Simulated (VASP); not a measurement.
Data:

```
NaI
1.0
    0.00000     3.28446     3.28446
    3.28446     0.00000     3.28446
    3.28446     3.28446     0.00000
Na I
1 1
Direct
  0.00000   0.00000   0.00000
  0.50000   0.50000   0.50000
```

All values below come from vdW-DF2, VASP's PBE PAW potentials (set 64) (plane waves; VASP). Run with 520 eV cut-off, Gaussian smearing of 0.050 eV, potentials Na_pv I.

Unless said otherwise, spin-orbit coupling is left out, though it shifts the bands of the heavy elements here.

### Question
Give the energies of bands 5 to 10 at the high-symmetry points, in eV from the valence-band maximum.

### Answer

```csv
band,Γ,X,U,L,W
5,0.00,-1.77,-1.52,-2.06,-1.31
6,0.00,-0.69,-1.26,-0.26,-1.31
7,0.00,-0.69,-0.56,-0.26,-0.88
8,3.37,4.23,4.99,5.04,5.50
9,7.88,5.64,6.62,7.31,7.45
10,7.88,9.62,8.55,7.31,7.45
```

The gap is direct, 3.37 eV, from the valence maximum at Γ to the conduction minimum at Γ.

Measured: gap 5.90 eV (computed value off by -2.53 eV), as given by Abedi et al., (2022), arXiv:2211.14644.

The compound is NaI in the rock salt structure. It was relaxed first.
